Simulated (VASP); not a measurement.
# BCl3 in VASP: notebook

One molecule, BCl3, is run at these levels: PBE+D3(BJ), PBE, RPBE, RPBE+D3(BJ); tasks: relaxation of the atoms, single point.

Program: VASP 6.6.1. These are calculated values, not measurements. Logs are shortened: lines on timing, memory, paths and dates and some standing lists are left out, and cuts for length are marked.

## (1) The structure

The cell holds a molecule in a box, 4 atoms: a = 13.134 Å, b = 13.634 Å, c = 14.134 Å, α = 90.00°, β = 90.00°, γ = 90.00°.

## (2) Relaxation of the atoms, PBE+D3(BJ)

Contents of INCAR:

```
ALGO = Fast ; EDIFF = 1E-6
EDIFFG = -0.03 ; ENCUT = 400
GGA = PE ; IBRION = 2
ISIF = 2 ; ISMEAR = 0
ISYM = 0 ; IVDW = 12
LASPH = True ; LCHARG = False
LREAL = False ; LWAVE = False
NELM = 80 ; NSW = 120
PREC = Accurate ; SIGMA = 0.01
```

Contents of KPOINTS:

```
k-points
0
Gamma
  1 1 1
```

Contents of POSCAR:

```
BCl3
1.0
   13.1339316568      0.0000000000      0.0000000000
    0.0000000000     13.6339316568      0.0000000000
    0.0000000000      0.0000000000     14.1339316568
B Cl
1 3
Selective dynamics
Direct
    0.4999793355      0.5036805274      0.5000060168  F F F
    0.4226026078      0.4147718189      0.4515910575  T T T
    0.5348145414      0.4967243283      0.6173790628  T T T
    0.5426035153      0.5994926083      0.4310238630  T T T
```

Potentials or basis: VASP PAW PBE potentials, release 64 (B, Cl).

Started as:

```sh
$ cat potpaw_PBE.64/B/POTCAR potpaw_PBE.64/Cl/POTCAR > POTCAR
$ mpirun -np 1 vasp_gam > vasp.out
```

OUTCAR:

```text
EDIFF = 1E-6
   EDIFFG = -0.03
   ENCUT = 400
   GGA = PE
   IBRION = 2
   ISIF = 2
   ISMEAR = 0
   ISYM = 0
   IVDW = 12
   LASPH = True
   LREAL = False
   NELM = 80
   NSW = 120
   PREC = Accurate
 IVDW          = 12

 ion  position               nearest neighbor table
   1  0.500  0.504  0.500-   2 1.72   3 1.72   4 1.72
   2  0.423  0.415  0.452-   1 1.72
   3  0.535  0.497  0.617-   1 1.72
   4  0.543  0.599  0.431-   1 1.72

IMPORTANT INFORMATION: All symmetrisations will be switched off!
NOSYMM: (Re-)initialisation of all symmetry stuff for point group C_1.

----------------------------------------------------------------------------------------

                                     Primitive cell

  volume of cell :    2530.9225

  direct lattice vectors                    reciprocal lattice vectors
    13.133931657  0.000000000  0.000000000     0.076138663  0.000000000  0.000000000
     0.000000000 13.633931657  0.000000000     0.000000000  0.073346414  0.000000000
     0.000000000  0.000000000 14.133931657     0.000000000  0.000000000  0.070751722

  length of vectors
    13.133931657 13.633931657 14.133931657     0.076138663  0.073346414  0.070751722

  position of ions in fractional coordinates (direct lattice)
     0.499979336  0.503680527  0.500006017
     0.422602608  0.414771819  0.451591058
     0.534814541  0.496724328  0.617379063
     0.542603515  0.599492608  0.431023863

  ion indices of the primitive-cell ions
   primitive index   ion index
                 1           1
                 2           2
                 3           3
                 4           4

----------------------------------------------------------------------------------------

 KPOINTS: k-points

Automatic generation of k-mesh.
 Grid dimensions read from file:
 generate k-points for:    1    1    1

 Generating k-lattice:

  Cartesian coordinates                     Fractional coordinates (reciprocal lattice)
     0.076138663  0.000000000  0.000000000     1.000000000  0.000000000  0.000000000
     0.000000000  0.073346414  0.000000000     0.000000000  1.000000000  0.000000000
     0.000000000  0.000000000  0.070751722     0.000000000  0.000000000  1.000000000

  Length of vectors
     0.076138663  0.073346414  0.070751722

  Shift w.r.t. Gamma in fractional coordinates (k-lattice)
     0.000000000  0.000000000  0.000000000

 Subroutine IBZKPT returns following result:
 ===========================================

 Found      1 irreducible k-points:

 Following reciprocal coordinates:
            Coordinates               Weight
  0.000000  0.000000  0.000000      1.000000
   k-points           NKPTS =      1   k-points in BZ     NKDIM =      1   number of bands    NBANDS=     16
   number of dos      NEDOS =    301   number of ions     NIONS =      4
   total plane-waves  NPLWV = 777600
   dimension x,y,z NGX =    90 NGY =   90 NGZ =   96
   dimension x,y,z NGXF=   180 NGYF=  180 NGZF=  192
   ions per type =               1   3
   NGX,Y,Z   is equivalent  to a cutoff of  11.39, 10.97, 11.29 a.u.
   NGXF,Y,Z  is equivalent  to a cutoff of  22.78, 21.95, 22.58 a.u.
 SYSTEM =  unknown system
   PREC   = accura    normal or accurate (medium, high low for compatibility)
   ISTART =      0    job   : 0-new  1-cont  2-samecut
   ICHARG =      2    charge: 1-file 2-atom 10-const
   ISPIN  =      1    spin polarized calculation?
   LNONCOLLINEAR =      F non collinear calculations
   LSORBIT =      F    spin-orbit coupling
   LASPH  =      T    aspherical Exc in radial PAW
   ENCUT  =  400.0 eV  29.40 Ry    5.42 a.u.  21.42 22.23 23.05*2*pi/ulx,y,z
   NELM   =     80;   NELMIN=  2; NELMDL= -5     # of ELM steps
   EDIFF  = 0.1E-05   stopping-criterion for ELM
   LREAL  =      F    real-space projection
   EDIFFG = -.3E-01   stopping-criterion for IOM
   NSW    =    120    number of steps for IOM
   IBRION =      2    ionic relax: 0-MD 1-quasi-New 2-CG
   NFREE  =      1    steps in history (QN), initial steepest desc. (CG)
   ISIF   =      2    stress and relaxation
   ISYM   =      0    0-nonsym 1-usesym 2-fastsym
   POTIM  = 0.5000    time-step for ionic-motion
   TEBEG  =    0.0;   TEEND  =   0.0 temperature during run
   PSTRESS=    0.0 pullay stress
   NELECT =      24.0000    total number of electrons
   NUPDOWN=      -1.0000    fix difference up-down
   EMIN   =  10.00;   EMAX   =-10.00  energy-range for DOS
   EFERMI =   0.00;   METHOD = LEGACY
   ISMEAR =     0;   SIGMA  =   0.01  broadening in eV -4-tet -1-fermi 0-gaus
   EFERMI_NEDOS =   21; number of points for ismear=-14 and -15
   IALGO  =     68    algorithm
   IMIX   =      4    mixing-type and parameters
     AMIX     =   0.40;   BMIX     =  1.00
     AMIX_MAG =   1.60;   BMIX_MAG =  1.00
  volume/ion in A,a.u.               =     632.73      4269.88
  Fermi-wavevector in a.u.,A,eV,Ry     =   0.346513  0.654814  1.633664  0.120071
  Thomas-Fermi vector in A             =   1.255201
   LORBIT       =      0    0 simple, 1 ext, 2 COOP (PROOUT), +10 PAW based schemes
   GGA     = PE    functional components
   LHFCALC =     F    Hartree Fock is set to
   AEXX    =    0.0000 exact exchange contribution
   IVDW    =    12    specifies the selected vdW correction
   LEPSILON=     F    determine dielectric tensor
   LRPA    =     F    only Hartree local field effects (RPA)
 conjugate gradient relaxation of ions
 non-spin polarized calculation
 RMM-DIIS sequential band-by-band and
 Gauss-broadening in eV      SIGMA  =   0.01
  energy-cutoff  :      400.00
  volume of cell :     2530.92
 maximum number of plane-waves:     23007
 NGX is ok and might be reduce to    90
   NGX = 43   NGY = 45   NGZ = 47

--------------------------------------- Ionic step        1  -------------------------------------------

 number of electron      23.9999999 magnetization

 Free energy of the ion-electron system (eV)
  ---------------------------------------------------
  ext. energy  EPLUGINS =         0.00000000
  ---------------------------------------------------
  free energy    TOTEN  =       -16.06526124 eV

  energy without entropy =      -16.06526124  energy(sigma->0) =      -16.06526124

------------------------ aborting loop because EDIFF is reached ----------------------------------------

 Edisp (eV)   -0.12362

 E8    (eV) :    -0.0489

  FORCE on cell =-STRESS in cart. coord.  units (eV):
  Direction    XX          YY          ZZ          XY          YZ          ZX
  --------------------------------------------------------------------------------------
  -------------------------------------------------------------------------------------
  Total       0.49192     1.05441     1.39257     0.66255    -0.20764     0.31318
  in kB       0.31140     0.66748     0.88155     0.41942    -0.13144     0.19825
  external pressure =        0.62 kB  Pullay stress =        0.00 kB

 VOLUME and BASIS-vectors are now :
 -----------------------------------------------------------------------------
  energy-cutoff  :      400.00
  volume of cell :     2530.92
      direct lattice vectors                 reciprocal lattice vectors
    13.133931657  0.000000000  0.000000000     0.076138663  0.000000000  0.000000000
     0.000000000 13.633931657  0.000000000     0.000000000  0.073346414  0.000000000
     0.000000000  0.000000000 14.133931657     0.000000000  0.000000000  0.070751722

 POSITION                                       TOTAL-FORCE (eV/Angst)
 -----------------------------------------------------------------------------------
      6.56669      6.86715      7.06705         0.002631     -0.001565      0.000029
      5.55043      5.65497      6.38276        -0.353689     -0.420226     -0.237334
      7.02422      6.77231      8.72599         0.157373     -0.032056      0.575157
      7.12652      8.17344      6.09206         0.193686      0.453847     -0.337852
 -----------------------------------------------------------------------------------
    total drift:                               -0.000217     -0.000031      0.000921

  FREE ENERGIE OF THE ION-ELECTRON SYSTEM (eV)
  ---------------------------------------------------
  free  energy   TOTEN  =       -16.1888809797 eV

  energy  without entropy=      -16.1888809797  energy(sigma->0) =      -16.18888098

--------------------------------------- Ionic step        2  -------------------------------------------

 number of electron      24.0000000 magnetization

------------------------ aborting loop because EDIFF is reached ----------------------------------------

 Edisp (eV)   -0.12228

 E8    (eV) :    -0.0484

  FORCE on cell =-STRESS in cart. coord.  units (eV):
  Direction    XX          YY          ZZ          XY          YZ          ZX
  --------------------------------------------------------------------------------------
  -------------------------------------------------------------------------------------
  Total      -0.25184    -0.46813    -0.60029    -0.25564     0.07974    -0.12098
  in kB      -0.15943    -0.29635    -0.38001    -0.16183     0.05048    -0.07659
  external pressure =       -0.28 kB  Pullay stress =        0.00 kB

 VOLUME and BASIS-vectors are now :
 -----------------------------------------------------------------------------
  energy-cutoff  :      400.00
  volume of cell :     2530.92
      direct lattice vectors                 reciprocal lattice vectors
    13.133931657  0.000000000  0.000000000     0.076138663  0.000000000  0.000000000
     0.000000000 13.633931657  0.000000000     0.000000000  0.073346414  0.000000000
     0.000000000  0.000000000 14.133931657     0.000000000  0.000000000  0.070751722

 POSITION                                       TOTAL-FORCE (eV/Angst)
 -----------------------------------------------------------------------------------
      6.56669      6.86715      7.06705         0.002090     -0.001863     -0.000793
      5.53337      5.63470      6.37131         0.131286      0.158016      0.088987
      7.03181      6.77076      8.75374        -0.060277      0.012634     -0.214768
      7.13586      8.19534      6.07576        -0.073099     -0.168787      0.126574
 -----------------------------------------------------------------------------------
    total drift:                                0.000636      0.000673      0.001197

  FREE ENERGIE OF THE ION-ELECTRON SYSTEM (eV)
  ---------------------------------------------------
  free  energy   TOTEN  =       -16.2042105812 eV

  energy  without entropy=      -16.2042105812  energy(sigma->0) =      -16.20421058

--------------------------------------- Ionic step        3  -------------------------------------------

 number of electron      23.9999999 magnetization

 Free energy of the ion-electron system (eV)
  ---------------------------------------------------
  ext. energy  EPLUGINS =         0.00000000
  ---------------------------------------------------
  free energy    TOTEN  =       -16.08433078 eV

  energy without entropy =      -16.08433078  energy(sigma->0) =      -16.08433078

 E-fermi :  -7.3460     XC(G=0):  -0.6069

 val. band max:       -7.4443576758   @ k =   0.0000   0.0000   0.0000
 cond. band min:      -2.4600164172   @ k =   0.0000   0.0000   0.0000
 fundamental gap:      4.9843412586
 Fermi energy:        -7.3459898063

 k-point     1 :       0.0000    0.0000    0.0000
  band No.  band energies     occupation
      1     -22.1899      2.00000
      2     -20.9885      2.00000
      3     -20.9882      2.00000
      4     -12.9504      2.00000
      5     -11.0682      2.00000
      6     -11.0679      2.00000
      7      -9.8742      2.00000
      8      -8.3203      2.00000
      9      -8.3201      2.00000
     10      -8.2351      2.00000
     11      -8.2346      2.00000
     12      -7.4444      2.00000
     13      -2.4600      0.00000
     14      -0.5638      0.00000
     15       0.3064      0.00000
     16       0.4755      0.00000

------------------------ aborting loop because EDIFF is reached ----------------------------------------

 Edisp (eV)   -0.12267

 E8    (eV) :    -0.0485

  FORCE on cell =-STRESS in cart. coord.  units (eV):
  Direction    XX          YY          ZZ          XY          YZ          ZX
  --------------------------------------------------------------------------------------
  -------------------------------------------------------------------------------------
  Total      -0.04579    -0.04782    -0.05053    -0.00284     0.00068    -0.00150
  in kB      -0.02899    -0.03027    -0.03199    -0.00180     0.00043    -0.00095
  external pressure =       -0.03 kB  Pullay stress =        0.00 kB

 VOLUME and BASIS-vectors are now :
 -----------------------------------------------------------------------------
  energy-cutoff  :      400.00
  volume of cell :     2530.92
      direct lattice vectors                 reciprocal lattice vectors
    13.133931657  0.000000000  0.000000000     0.076138663  0.000000000  0.000000000
     0.000000000 13.633931657  0.000000000     0.000000000  0.073346414  0.000000000
     0.000000000  0.000000000 14.133931657     0.000000000  0.000000000  0.070751722

 POSITION                                       TOTAL-FORCE (eV/Angst)
 -----------------------------------------------------------------------------------
      6.56669      6.86715      7.06705         0.002227     -0.001857     -0.000475
      5.53827      5.64052      6.37459        -0.001236      0.000054     -0.000286
      7.02963      6.77120      8.74578        -0.000812      0.000442      0.001119
      7.13318      8.18905      6.08044        -0.000180      0.001361     -0.000358
 -----------------------------------------------------------------------------------
    total drift:                                0.000461      0.000663      0.000774

  FREE ENERGIE OF THE ION-ELECTRON SYSTEM (eV)
  ---------------------------------------------------
  free  energy   TOTEN  =       -16.2070026420 eV

  energy  without entropy=      -16.2070026420  energy(sigma->0) =      -16.20700264

 reached required accuracy - stopping structural energy minimisation
```

It took 3.7 min on 1 thread of Intel Xeon 6975P-C (Granite Rapids), shared host; peak memory 1.5 GiB.

Results:

```
Free energy                     : -16.2070 eV
Energy gained by relaxing       : 4.5 meV/atom
Ionic steps                     : 3
Gap between the frontier levels : 4.98 eV
Dispersion energy per atom      : -0.031 eV
```

The path:
```csv
step,energy change (eV),largest force (eV/Å),pressure (GPa)
1,0.0000,0.5983,0.06
2,-0.0153,0.2239,-0.03
3,-0.0181,0.0029,0.00
```

Final structure:
```
B Cl
1.0
    13.13393    0.00000    0.00000
     0.00000   13.63393    0.00000
     0.00000    0.00000   14.13393
B Cl
1 3
Direct
  0.49998 0.50368 0.50001
  0.42168 0.41371 0.45101
  0.53523 0.49664 0.61878
  0.54311 0.60064 0.43020
```

Levels at points of the mesh, in eV from the valence-band top:
| k point | band 9 | band 10 | band 11 | band 12 | band 13 | band 14 | band 15 | band 16 |
| --- | --- | --- | --- | --- | --- | --- | --- | --- |
| (0.00, 0.00, 0.00) | -0.88 | -0.79 | -0.79 | 0.00 | 4.98 | 6.88 | 7.75 | 7.92 |

As with any semilocal functional, this PBE gap is likely too small.

## (3) Single point, PBE

Contents of INCAR:

```
PREC = Accurate
ENCUT = 400
EDIFF = 1E-6
ISMEAR = 0
SIGMA = 0.01
LREAL = False
LASPH = True
NELM = 80
ALGO = Fast
ISIF = 2
LWAVE = False
LCHARG = False
GGA = PE
ISYM = 0
```

Contents of KPOINTS:

```
regular mesh
0
Gamma
  1 1 1
```

Contents of POSCAR:

```
BCl3                                    
1.0
   13.1339316568      0.0000000000      0.0000000000
    0.0000000000     13.6339316568      0.0000000000
    0.0000000000      0.0000000000     14.1339316568
  B               Cl            
     1     3
Selective dynamics
Direct
     0.4999793355000008    0.5036805274000002    0.5000060168000005   F   F   F
     0.4216764074724997    0.4137117358809244    0.4510135277351889   T   T   T
     0.5352266512386342    0.4966434625254252    0.6187786544083967   T   T   T
     0.5431107163491294    0.6006375049005450    0.4302017308917007   T   T   T
```

Potentials or basis: VASP PAW PBE potentials, release 64 (B, Cl).

Started as:

```sh
$ cat potpaw_PBE.64/B/POTCAR potpaw_PBE.64/Cl/POTCAR > POTCAR
$ mpirun -np 1 vasp_gam > vasp.out
```

Run time: 2.1 min. Hardware: 1 thread of Intel Xeon 6975P-C (Granite Rapids), shared host; peak memory 1.2 GiB.

The run converged. Its results:

- Free energy: -16.0843 eV
- Largest force: 0.017 eV/Å
- Gap between the frontier levels: 4.98 eV

Forces on the atoms (eV/Å):
```
B    0.002 -0.002  0.000
Cl  -0.011 -0.011 -0.007
Cl   0.003  0.000  0.017
Cl   0.005  0.013 -0.009
```

Levels at points of the mesh, in eV from the valence-band top:
```csv
k point,band 9,band 10,band 11,band 12,band 13,band 14,band 15,band 16
"(0.00, 0.00, 0.00)",-0.88,-0.79,-0.79,0.00,4.98,6.88,7.76,7.92
```

As with any semilocal functional, this PBE gap is likely too small.

## (4) Single point, RPBE

INCAR: that of step 3 with these lines changed.

```diff
@@ -12,3 +12,3 @@
 LCHARG = False
-GGA = PE
+GGA = RP
 ISYM = 0
```

KPOINTS is that of step 3.

POSCAR is that of step 3.

Started as:

```sh
$ cat potpaw_PBE.64/B/POTCAR potpaw_PBE.64/Cl/POTCAR > POTCAR
$ mpirun -np 1 vasp_gam > vasp.out
```

It took 1.8 min on 1 thread of Intel Xeon 6975P-C (Granite Rapids), shared host; peak memory 1.2 GiB.

The run converged. Its results:

- Free energy: -15.5215 eV
- Largest force: 0.252 eV/Å
- Gap between the frontier levels: 5.04 eV

Forces on the atoms (eV/Å):
```
B    0.002 -0.002  0.000
Cl  -0.149 -0.177 -0.100
Cl   0.066 -0.013  0.243
Cl   0.081  0.192 -0.142
```

Levels at points of the mesh, in eV from the valence-band top:
```
           k point  band 9  band 10  band 11  band 12  band 13  band 14  band 15  band 16
(0.00, 0.00, 0.00)   -0.86    -0.78    -0.78     0.00     5.04     6.80     7.74     7.83
```

Caveat: the PAW data sets were made with another functional, which shifts forces and pressure a little.

## (5) Single point, RPBE+D3(BJ)

INCAR: that of step 4 with these lines changed.

```diff
@@ -13,2 +13,3 @@
 GGA = RP
+IVDW = 12
 ISYM = 0
```

KPOINTS is that of step 4.

POSCAR is that of step 4.

Started as:

```sh
$ cat potpaw_PBE.64/B/POTCAR potpaw_PBE.64/Cl/POTCAR > POTCAR
$ mpirun -np 1 vasp_gam > vasp.out
```

Run time: 1.9 min. Hardware: 1 thread of Intel Xeon 6975P-C (Granite Rapids), shared host; peak memory 1.3 GiB.

It converged, with:

* Free energy: -16.3083 eV
* Largest force: 0.036 eV/Å
* Gap between the frontier levels: 5.04 eV
* Dispersion energy per atom: -0.197 eV

Forces on the atoms (eV/Å):
```
B    0.002 -0.002  0.000
Cl   0.021  0.026  0.014
Cl  -0.011  0.002 -0.035
Cl  -0.012 -0.027  0.021
```

Levels at points of the mesh, in eV from the valence-band top:
| k point | band 9 | band 10 | band 11 | band 12 | band 13 | band 14 | band 15 | band 16 |
| --- | --- | --- | --- | --- | --- | --- | --- | --- |
| (0.00, 0.00, 0.00) | -0.86 | -0.78 | -0.78 | 0.00 | 5.04 | 6.80 | 7.74 | 7.83 |

Caveat: the PAW data sets were made with another functional, which shifts forces and pressure a little. RPBE gaps usually lie below the measured ones, often by a third to a half.

## (6) Summary

```tsv
task	level	cell	atoms held fixed (from 0)	gap on the mesh (eV)	largest force (eV/Å)
relaxation of the atoms	PBE+D3(BJ)	atoms relaxed	[0]	4.98	-
single point	PBE	as given	-	4.98	0.02
single point	RPBE	as given	-	5.04	0.25
single point	RPBE+D3(BJ)	as given	-	5.04	0.04
```

Alike in all rows: potentials or basis VASP PAW PBE potentials, release 64 (B, Cl); no spin polarisation; k mesh 1 × 1 × 1; cutoff (eV) 400; smearing gaussian 0.01 eV.

On the cell as given the gap runs from 4.98 eV (PBE) to 5.04 eV (RPBE).

Caveats: the PAW data sets were made with another functional, which shifts forces and pressure a little (some runs).

Absolute energies hang on the potentials; compare differences alone.
